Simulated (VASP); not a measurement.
The input files of a VASP run:

**INCAR**
```
! general
SYSTEM  = SrCl2
PREC    = Accurate
ENCUT   = 480   ! plane-wave cut-off (eV)
LREAL   = .FALSE.   ! projection in real space or not
LASPH   = .TRUE.   ! aspherical one-centre terms

! electronic loop
EDIFF   = 1E-7
NELM    = 100   ! most electronic steps
ALGO    = Normal   ! blocked Davidson
LMAXMIX = 4   ! l cut-off of mixed one-centre charges

! smearing
ISMEAR  = 0   ! Gaussian
SIGMA   = 0.05   ! width (eV)

! functional
GGA     = PE   ! PBE

! ions
ISIF    = 2   ! forces and stress, cell fixed

! output
LWAVE   = .FALSE.
LCHARG  = .FALSE.
```

File POSCAR:
```
SrCl2
1
    0.0000000000     3.5195765731     3.5195765731
    3.5195765731     0.0000000000     3.5195765731
    3.5195765731     3.5195765731     0.0000000000
Sr Cl
1 2
Direct
  0.0000000000   0.0000000000   0.0000000000
  0.2500000000   0.2500000000   0.2500000000
  0.7500000000   0.7500000000   0.7500000000
```

### KPOINTS
```
Automatic mesh
0
Gamma
6 6 6
0 0 0
```

POTCAR, in this order: Sr_sv Cl (PBE.64 set). Program: vasp_std.

### Question
Write an equivalent input for Ansatz.

### Answer
One equivalent input (not run):
Ansatz 0.2 input:
```yaml
crystal:
  lattice:
    - [0.0000000, 3.5195766, 3.5195766]
    - [3.5195766, 0.0000000, 3.5195766]
    - [3.5195766, 3.5195766, 0.0000000]
  atoms:
    - { symbol: Sr, position: [0.0000000, 0.0000000, 0.0000000] }
    - { symbol: Cl, position: [0.2500000, 0.2500000, 0.2500000] }
    - { symbol: Cl, position: [0.7500000, 0.7500000, 0.7500000] }
kpoints:
  mp_grid: { grid: [6, 6, 6] }
hamiltonian:
  xc: pbe
  pseudopotentials: { kind: paw }
scf:
  occupations: { method: gaussian, width: 0.05 }
  max_iter: 100
output: { forces: true, stress: true, eigenvalues: true }
```
The two are equivalent in intent, not identical: each code has its own PAW files, so the cut-off isn't converted (ENCUT is set for VASP's; basis.ecutwfc is left out, and Ansatz then takes the one that its files recommend); Ansatz stops its SCF on the density residual and VASP on the energy change (EDIFF).

The compound is SrCl2 in the fluorite structure. It was relaxed first.
